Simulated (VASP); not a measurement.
# A VASP study of GaP (PBE + D3(BJ)): structure first, properties next, part 2 of 7

What structure and properties does PBE + D3(BJ) give GaP, and how near are they to the measured ones? The start is a cell from a database of measured crystal structures.

VASP 6.6.1, plane waves and PAW; the level of theory is named at each step.

So far, gap on the k-mesh (eV): step 3 (full relaxation (PBE + D3(BJ))) 1.58.

## 4. Density, ELF and potential (PBE + D3(BJ))

Level of this step: PBE with D3(BJ); plane waves and PAW (Ga_d, P) (VASP).

A single point on the relaxed cell gives a clean self-consistent state, with density, ELF and potential written out.

INCAR reads:

```
SYSTEM = GaP
PREC = Accurate
ENCUT = 400
EDIFF = 1E-06
NELM = 100
ISMEAR = 0
SIGMA = 0.05
LREAL = .FALSE.
ALGO = Normal
GGA = PE
IVDW = 12
NBANDS = 15
LORBIT = 11
LWAVE = .FALSE.
LCHARG = .TRUE.
ISIF = 2
LELF = .TRUE.
LVHAR = .TRUE.
```

POSCAR reads:

```
GaP
1.0
    0.0000000000      2.7205627809      2.7205627809
    2.7205627809      0.0000000000      2.7205627809
    2.7205627809      2.7205627809      0.0000000000
Ga P
1 1
Direct
    0.0000000000      0.0000000000      0.0000000000
    0.2500000000      0.2500000000      0.2500000000
```

KPOINTS reads:

```
Automatic mesh
0
Gamma
7 7 7
0 0 0
```

PAW data sets: Ga_d and P (PBE family, release 64).

Run with:

```console
$ mpirun -np 2 vasp_std
```

What it wrote:

```text
[banner, memory and clock lines left out]
running    2 mpi-ranks, on    1 nodes
 distrk:  each k-point on    2 cores,    1 groups
 distr:  one band on    1 cores,    2 groups

 POSCAR found type information on POSCAR GaP
 POSCAR found :  2 types and       2 ions
 LDA part: xc-table for (Slater+PW92), standard interpolation
|                                                                             |
|           W    W    AA    RRRRR   N    N  II  N    N   GGGG   !!!           |
|           W    W   A  A   R    R  NN   N  II  NN   N  G    G  !!!           |
|           W    W  A    A  R    R  N N  N  II  N N  N  G       !!!           |
|           W WW W  AAAAAA  RRRRR   N  N N  II  N  N N  G  GGG   !            |
|           WW  WW  A    A  R   R   N   NN  II  N   NN  G    G                |
|           W    W  A    A  R    R  N    N  II  N    N   GGGG   !!!           |
|                                                                             |
|     The number of bands has been changed from the values supplied in        |
|     The orbitals not found in the WAVECAR file will be initialized with     |
|     random numbers, which is usually adequate. For correlated               |
|     calculations, however, you should redo the groundstate calculation.     |
|     I found NBANDS = 15. Now, NBANDS = 16.                                  |
|                                                                             |

 POSCAR, INCAR and KPOINTS ok, starting setup
 FFT: planning ... GRIDC
 FFT: planning ... GRID_SOFT
 FFT: planning ... GRID
 WAVECAR not read
 entering main loop
       N       E                     dE             d eps       ncg     rms          rms(c)
DAV:   1     0.660291188497E+02    0.66029E+02   -0.79117E+03   688   0.142E+03
DAV:   2    -0.469094566732E+01   -0.70720E+02   -0.67636E+02   720   0.259E+02
DAV:   3    -0.931334116699E+01   -0.46224E+01   -0.46102E+01   824   0.561E+01
DAV:   4    -0.937821573048E+01   -0.64875E-01   -0.64865E-01   776   0.706E+00
DAV:   5    -0.937946926824E+01   -0.12535E-02   -0.12535E-02   856   0.873E-01    0.427E+00
DAV:   6    -0.913169278260E+01    0.24778E+00   -0.37784E-01   992   0.104E+01    0.283E+00
DAV:   7    -0.910434801183E+01    0.27345E-01   -0.96324E-02   832   0.207E+00    0.113E+00
DAV:   8    -0.910461152623E+01   -0.26351E-03   -0.13476E-02   736   0.141E+00    0.194E-01
DAV:   9    -0.910500177690E+01   -0.39025E-03   -0.13291E-03   792   0.500E-01    0.795E-02
DAV:  10    -0.910507400630E+01   -0.72229E-04   -0.10988E-04   952   0.115E-01    0.390E-02
DAV:  11    -0.910514510334E+01   -0.71097E-04   -0.95666E-05   720   0.805E-02    0.502E-03
DAV:  12    -0.910514478128E+01    0.32206E-06   -0.25877E-06   760   0.205E-02
   1 F= -.97416924E+01 E0= -.97416924E+01  d E =-.949630E-13
```

It took 6 s on 2 MPI ranks of Intel Xeon Platinum 8259CL at 2.50GHz (Skylake/Cascade Lake), shared host; peak memory 0.27 GiB; 11 s of CPU time.

OUTCAR, selected parts (step 4):

```text
  LATTYP: Found a face centered cubic cell.
 ALAT       =     5.4411255618

The static configuration has the point symmetry T_d .

 Found     20 irreducible k-points:

   k-points           NKPTS =     20   k-points in BZ     NKDIM =     20   number of bands    NBANDS=     16

   ENCUT  =  400.0 eV  29.40 Ry    5.42 a.u.   6.27  6.27  6.27*2*pi/ulx,y,z

   NELECT =      18.0000    total number of electrons

 E-fermi :   4.9402

 k-point     1 :       0.0000    0.0000    0.0000
  band No.  band energies     occupation
    ...
      5      -9.7535      2.00000
      6      -7.8256      2.00000
      7       4.7074      2.00000
      8       4.7074      2.00000
      9       4.7074      2.00000
     10       6.5736      0.00000
     11       8.5907      0.00000
     12       8.5907      0.00000
     13       8.5907      0.00000
     14      13.5335      0.00000
    ...

 k-point     2 :       0.1429    0.0000    0.0000
  band No.  band energies     occupation
    ...
      5      -9.7535      2.00000
      6      -7.5604      2.00000
      7       2.7520      2.00000
      8       4.4165      2.00000
      9       4.4165      2.00000
     10       7.1801      0.00000
     11       9.0289      0.00000
     12       9.0289      0.00000
     13       9.4156      0.00000
     14      13.7780      0.00000
    ...

 Edisp (eV)   -0.63655

  Total      -0.01484    -0.01484    -0.01484     0.00000     0.00000     0.00000
  in kB      -0.59026    -0.59026    -0.59026     0.00000     0.00000     0.00000
  external pressure =       -0.59 kB  Pullay stress =        0.00 kB

  energy-cutoff  :      400.00
  volume of cell :       40.27
      direct lattice vectors                 reciprocal lattice vectors
     0.000000000  2.720562781  2.720562781    -0.183785503  0.183785503  0.183785503
     2.720562781  0.000000000  2.720562781     0.183785503 -0.183785503  0.183785503
     2.720562781  2.720562781  0.000000000     0.183785503  0.183785503 -0.183785503

 POSITION                                       TOTAL-FORCE (eV/Angst)
 -----------------------------------------------------------------------------------
      0.00000      0.00000      0.00000        -0.000000     -0.000000     -0.000000
      1.36028      1.36028      1.36028         0.000000      0.000000      0.000000
 -----------------------------------------------------------------------------------
    total drift:                                0.000002      0.000002      0.000002

  FREE ENERGIE OF THE ION-ELECTRON SYSTEM (eV)
  ---------------------------------------------------
  free  energy   TOTEN  =        -9.7416924188 eV

  energy  without entropy=       -9.7416924188  energy(sigma->0) =       -9.74169242

[... 5 parts as in an earlier step ...]

[... 5 further parts left out ...]
```

This step gave:

| Item | Value |
| --- | --- |
| SCF cycles | 12 |
| bands | 16 |
| Fermi energy | 4.940 eV |
| pressure | -0.05903 GPa |

Valence electrons inside each PAW sphere by angular momentum. Sphere charges, by row:

```csv
atom,s (e),p (e),d (e),tot (e)
Ga1,0.861,0.855,10.01,11.73
P2,1.02,1.529,0,2.549
```

ELF in the ac plane of a cell with a along [110], b along [-110] and c along [001] of the cube at fractional y = 0.000, with atoms of Ga and P within 0.2 Å of it. It is the smooth field of the valence electrons, not physical close to the nuclei.

Ten even steps from '0' (0.01) to '9' (0.87), each cell a mean:
```
014788874101358888530
236998996322589889852
358974798533799559973
258852588523787337873
136776776311577667741
014788864100257887520
001467641000035775200
000123210000001221000
000000000000000000000
110000000111000000001
221000001222210000122
322100012233210000223
122211122211222112221
113444443110234444320
```
Columns run along a (7.7 Å), rows up along c (5.4 Å), edges of the conventional cell, whose origin can differ from the input's. Atoms in or near the plane, at fractional coordinates: Ga at (0.50, 0.00), Ga at (0.00, 0.00), P at (0.75, 0.75), P at (0.25, 0.75).

Valence density in the ac plane of a cell with a along [110], b along [-110] and c along [001] of the cube at fractional y = 0.000, with atoms of Ga and P within 0.2 Å of it. It is the smooth field of the valence electrons, not physical close to the nuclei.

Ten steps, logarithmic in the rise over the least value, from '0' (0 e/Å³) to '9' (14 e/Å³), each cell a mean:
```
974333334798633333369
653444443566434444346
333442443333344334433
223430343222334114332
222343432222234333322
122333332212223333222
112223222111222222221
112222222111122222211
211122211122111221112
222111112222221111222
222211122222221111222
432211222343222112223
863222223687522222257
984222225899632222369
```
Columns run along a (7.7 Å), rows up along c (5.4 Å), edges of the conventional cell, whose origin can differ from the input's. Atoms in or near the plane, at fractional coordinates: Ga at (0.50, 0.00), Ga at (0.00, 0.00), P at (0.75, 0.75), P at (0.25, 0.75).

Electrostatic potential energy in the ac plane of a cell with a along [110], b along [-110] and c along [001] of the cube at fractional y = 0.000, with atoms of Ga and P within 0.2 Å of it. With pseudopotentials it is smooth inside the atoms' cores, unlike the true potential.

Values in eV, 8 rows by 16 columns, each cell a mean:
```
-40 -22  -5 -10 -13  -5 -14 -36 -40 -22  -5 -10 -13  -5 -14 -36
 -6  -3 -18 -65 -71 -35  -4  -5  -6  -3 -18 -65 -71 -35  -4  -5
  3   1 -13 -54 -61 -27  -1   3   3   1 -13 -54 -61 -27  -1   3
  4   3   1  -3  -4   0   3   4   4   3   1  -3  -4   0   3   4
  4   4   3   3   3   3   4   4   4   4   3   3   3   3   4   4
  2   3   3   3   3   3   3   2   2   3   3   3   3   3   3   2
-13  -4   1   3   3   2  -2 -10 -13  -4   1   3   3   2  -2 -10
-46 -27  -3   2   2   0 -17 -41 -46 -27  -3   2   2   0 -17 -41
```
Columns run along a (7.7 Å; values clipped at the 3rd and 97th percentile), rows up along c (5.4 Å), edges of the conventional cell, whose origin can differ from the input's. Atoms in or near the plane, at fractional coordinates: Ga at (0.50, 0.00), Ga at (0.00, 0.00), P at (0.75, 0.75), P at (0.25, 0.75).

In this run the pressure is -0.06 GPa, small enough to go on.

## 5. Bands along the symmetry lines (PBE + D3(BJ))

Levels along the symmetry lines show where the bands peak and cross; KPOINTS_OPT computes them in the converged potential.

INCAR reads:

```
SYSTEM = GaP
PREC = Accurate
ENCUT = 400
EDIFF = 1E-06
NELM = 100
ISMEAR = 0
SIGMA = 0.05
LREAL = .FALSE.
ALGO = Normal
GGA = PE
IVDW = 12
NBANDS = 21
LORBIT = 11
LWAVE = .FALSE.
LCHARG = .FALSE.
KPAR = 2
```

POSCAR is that of step 4.

KPOINTS is that of step 4.

KPOINTS_OPT reads:

```
Line mode
16
Line-mode
Reciprocal
  0.00000000   0.00000000   0.00000000 GAMMA
  0.50000000   0.00000000   0.50000000 X

  0.50000000   0.00000000   0.50000000 X
  0.50000000   0.25000000   0.75000000 W

  0.50000000   0.25000000   0.75000000 W
  0.37500000   0.37500000   0.75000000 K

  0.37500000   0.37500000   0.75000000 K
  0.00000000   0.00000000   0.00000000 GAMMA

  0.00000000   0.00000000   0.00000000 GAMMA
  0.50000000   0.50000000   0.50000000 L

  0.50000000   0.50000000   0.50000000 L
  0.62500000   0.25000000   0.62500000 U

  0.62500000   0.25000000   0.62500000 U
  0.50000000   0.25000000   0.75000000 W

  0.50000000   0.25000000   0.75000000 W
  0.50000000   0.50000000   0.50000000 L

  0.50000000   0.50000000   0.50000000 L
  0.37500000   0.37500000   0.75000000 K

  0.62500000   0.25000000   0.62500000 U
  0.50000000   0.00000000   0.50000000 X
```

Run with:

```console
$ mpirun -np 2 vasp_std
```

What it wrote:

```text
[... set-up lines as in an earlier step ...]
 entering main loop
       N       E                     dE             d eps       ncg     rms          rms(c)
DAV:   1     0.860914853844E+02    0.86091E+02   -0.72712E+03   950   0.105E+03
DAV:   2    -0.113155544173E+01   -0.87223E+02   -0.81408E+02   906   0.268E+02
DAV:   3    -0.923204293760E+01   -0.81005E+01   -0.80268E+01  1016   0.578E+01
DAV:   4    -0.937747175075E+01   -0.14543E+00   -0.14536E+00   985   0.814E+00
DAV:   5    -0.937945673907E+01   -0.19850E-02   -0.19849E-02  1025   0.926E-01    0.427E+00
DAV:   6    -0.913173489565E+01    0.24772E+00   -0.24832E-01  1260   0.793E+00    0.285E+00
DAV:   7    -0.910425257836E+01    0.27482E-01   -0.75305E-02  1011   0.157E+00    0.111E+00
DAV:   8    -0.910457860984E+01   -0.32603E-03   -0.11526E-02   938   0.102E+00    0.225E-01
DAV:   9    -0.910501024287E+01   -0.43163E-03   -0.11734E-03   985   0.365E-01    0.801E-02
DAV:  10    -0.910507870503E+01   -0.68462E-04   -0.87606E-05  1104   0.847E-02    0.403E-02
DAV:  11    -0.910514476599E+01   -0.66061E-04   -0.75349E-05   915   0.564E-02    0.538E-03
DAV:  12    -0.910514475980E+01    0.61905E-08   -0.16589E-06  1000   0.112E-02
   1 F= -.97416924E+01 E0= -.97416924E+01  d E =-.347231E-18
 Start KPOINTS_OPT (optional k-point list driver)
k-point batch [1-20\160]
       N       E                     dE             ncg
DAV:   1     0.970745672189E+02   -0.71414E+04      918
DAV:   2    -0.177251581712E+04   -0.18696E+04      886
DAV:   3    -0.195306308991E+04   -0.18055E+03      984
DAV:   4    -0.195626007651E+04   -0.31970E+01      988
DAV:   5    -0.195630230394E+04   -0.42227E-01      984
DAV:   6    -0.195630387517E+04   -0.15712E-02     1182
DAV:   7    -0.195630391344E+04   -0.38270E-04     1027
DAV:   8    -0.195630391476E+04   -0.13220E-05      851
DAV:   9    -0.195630391483E+04   -0.73601E-07      625
[...]
k-point batch [141-160\160]
       N       E                     dE             ncg
DAV:   1    -0.932674191108E+02   -0.12359E+05      952
DAV:   2    -0.192194246149E+04   -0.18287E+04      897
DAV:   3    -0.209157536631E+04   -0.16963E+03     1066
DAV:   4    -0.209465521797E+04   -0.30799E+01     1010
DAV:   5    -0.209469196361E+04   -0.36746E-01     1042
DAV:   6    -0.209469328786E+04   -0.13242E-02     1163
DAV:   7    -0.209469330352E+04   -0.15662E-04      995
DAV:   8    -0.209469330403E+04   -0.51101E-06      831
```

Wall time 31 s (2 MPI ranks); peak memory 0.31 GiB; 59 s of CPU time.

Parts of OUTCAR (step 5):

```text
   k-points           NKPTS =     20   k-points in BZ     NKDIM =     20   number of bands    NBANDS=     21

   NELECT =      18.0000    total number of electrons

 E-fermi :   4.9998

 k-point     1 :       0.0000    0.0000    0.0000
  band No.  band energies     occupation
    ...
      5      -9.7538      2.00000
      6      -7.8256      2.00000
      7       4.7074      2.00000
      8       4.7074      2.00000
      9       4.7074      2.00000
     10       6.5736      0.00000
     11       8.5907      0.00000
     12       8.5907      0.00000
     13       8.5907      0.00000
     14      13.5334      0.00000
    ...

 Edisp (eV)   -0.63655

  Total      -0.01135    -0.01135    -0.01135    -0.00000     0.00000     0.00000
  in kB      -0.45153    -0.45153    -0.45153    -0.00000     0.00000     0.00000
  external pressure =       -0.45 kB  Pullay stress =        0.00 kB

 POSITION                                       TOTAL-FORCE (eV/Angst)
 -----------------------------------------------------------------------------------
      0.00000      0.00000      0.00000        -0.000000      0.000000     -0.000000
      1.36028      1.36028      1.36028         0.000000     -0.000000      0.000000
 -----------------------------------------------------------------------------------
    total drift:                                0.000002      0.000002      0.000002

  FREE ENERGIE OF THE ION-ELECTRON SYSTEM (eV)
  ---------------------------------------------------
  free  energy   TOTEN  =        -9.7416923973 eV

  energy  without entropy=       -9.7416923973  energy(sigma->0) =       -9.74169240

[... 8 parts as in an earlier step ...]

[... 8 further parts left out ...]
```

Spin-orbit coupling is off here; it would split degenerate levels.

Numbers from this step:

```yaml
bands: 21
fermi_energy: 5.000 eV
pressure: -0.04515 GPa
least_gap_on_mesh_and_path: 1.578 eV
least_direct_gap_on_mesh_and_path: 1.866 eV
```

The electronic bands at the labelled points (eV, zero at the valence-band top; v1 is the highest filled band, c1 the lowest empty one):

| point | v3 | v2 | v1 | c1 | c2 | c3 | c4 |
| --- | --- | --- | --- | --- | --- | --- | --- |
| Γ | 0.00 | 0.00 | 0.00 | 1.87 | 3.88 | 3.88 | 3.88 |
| 0.53 of the way | -3.96 | -1.82 | -1.82 | 2.07 | 3.59 | 7.05 | 7.05 |
| X | -6.78 | -2.70 | -2.70 | 1.64 | 1.81 | 10.63 | 10.63 |
| 0.53 of the way | -6.67 | -3.23 | -3.15 | 2.90 | 3.08 | 8.34 | 8.41 |
| W | -6.57 | -3.60 | -3.45 | 4.71 | 4.89 | 6.12 | 6.16 |
| 0.53 of the way | -6.57 | -3.87 | -2.77 | 3.06 | 4.86 | 7.09 | 7.47 |
| K | -6.57 | -3.96 | -2.27 | 2.18 | 4.81 | 8.26 | 8.29 |
| 0.53 of the way | -3.98 | -2.25 | -0.57 | 3.27 | 4.85 | 4.86 | 5.88 |
| Γ | 0.00 | 0.00 | 0.00 | 1.87 | 3.88 | 3.88 | 3.88 |
| 0.53 of the way | -4.17 | -0.72 | -0.72 | 2.11 | 4.78 | 4.78 | 6.65 |
| L | -6.66 | -1.13 | -1.13 | 1.68 | 4.72 | 4.72 | 8.29 |
| 0.47 of the way | -6.50 | -2.83 | -1.57 | 2.79 | 4.78 | 5.82 | 7.96 |
| U | -6.57 | -3.96 | -2.27 | 2.18 | 4.81 | 8.26 | 8.29 |
| 0.47 of the way | -6.57 | -3.87 | -2.77 | 3.06 | 4.86 | 7.09 | 7.47 |
| W | -6.57 | -3.60 | -3.45 | 4.71 | 4.89 | 6.12 | 6.16 |
| 0.47 of the way | -6.43 | -3.34 | -2.05 | 3.57 | 4.32 | 6.56 | 7.98 |
| L | -6.66 | -1.13 | -1.13 | 1.68 | 4.72 | 4.72 | 8.29 |
| 0.47 of the way | -6.50 | -2.83 | -1.57 | 2.79 | 4.78 | 5.82 | 7.96 |
| K | -6.57 | -3.96 | -2.27 | 2.18 | 4.81 | 8.26 | 8.29 |
| jump to U | -6.57 | -3.96 | -2.27 | 2.18 | 4.81 | 8.26 | 8.29 |
| 0.47 of the way | -6.72 | -3.32 | -2.57 | 1.85 | 2.87 | 9.47 | 9.61 |
| X | -6.78 | -2.70 | -2.70 | 1.64 | 1.81 | 10.63 | 10.63 |

Of the projections kept (Ga, P), the largest for each band there; the rest of the weight can lie on other orbitals:

```
point       v3      v2      v1       c1       c2       c3       c4
    Γ   P 0.72  P 0.72  P 0.72  Ga 0.50  Ga 0.92  Ga 0.92  Ga 0.92
    X  Ga 0.76  P 0.59  P 0.59  Ga 0.73  Ga 0.75  Ga 0.65  Ga 0.65
    W  Ga 0.77  P 0.60  P 0.53   P 0.65   P 0.52  Ga 0.77  Ga 0.97
    K  Ga 0.75  P 0.56  P 0.60  Ga 0.73  Ga 0.51  Ga 0.65  Ga 0.57
    Γ   P 0.72  P 0.72  P 0.72  Ga 0.50  Ga 0.92  Ga 0.92  Ga 0.92
    L  Ga 0.63  P 0.64  P 0.64  Ga 0.65  Ga 0.84  Ga 0.84   P 0.59
```

The electronic bands as a text plot (rows in eV, shown from -6.8 to 7.5 only):

```
    7.2 |   ++         +  +                  +  +  +        +
    6.6 |            ++    ++         +      +   +  ++
    6.0 |   +         +   +++++             +     ++       +
    5.4 |                +   + +     +       ++       +   + +
    4.8 | ++         ++++     + +   +++++++++  ++++++  +++ + +
    4.2 |+  +        ++        +++ ++            + + ++   +   +
    3.6 |+++ +      +            ++                 ++
    3.0 | ++  +        +   +++++            +   +     +    +
    2.4 |   +  +   +    +++     +  +++     + +++       +  + ++ +
    1.8 |+   ++++++              ++   +++++             ++    +++
    1.2 |
    0.7 |
    0.1 |*                      ****
   -0.5 | **                 ***** ****
   -1.1 | * *               *  *       *****           ****
   -1.7 |  * *            **  * *   *      ***       *** * **
   -2.3 |     **        **                    **    * *   *  ***
   -2.9 |   *   ****   *     * *     *      *   ** * *     *   **
   -3.5 |           ***    ** *              *   ** *       * *
   -4.1 |    *         ****           *       ***  *         *
   -4.7 |     *              *
   -5.3 |      *            *          *
   -5.9 |                  *            *
   -6.5 |       ***********              ************************
         Γ       X    W  K        Γ      L     U  W     L   K|U X
```

The path finds the gap of the mesh within 0.02 eV, so the mesh comes close to both band edges.

(Part 2 of 7 ends here.)

[Lines on the potential files, build, host, timing and source positions are cut from VASP's logs without a mark.]

[Logs are printed without paths, hosts, clocks, repeated set-up lines and the standing remarks that a program may print on its own settings, such as how far it seeks lower states.]

[Hosts, paths, dates, database ids (printed as entryN), source tags and the programs' standing remarks are cut or masked in the printed files.]

[A measured line is paired with the nearest computed mode of its activity, which favours agreement.]
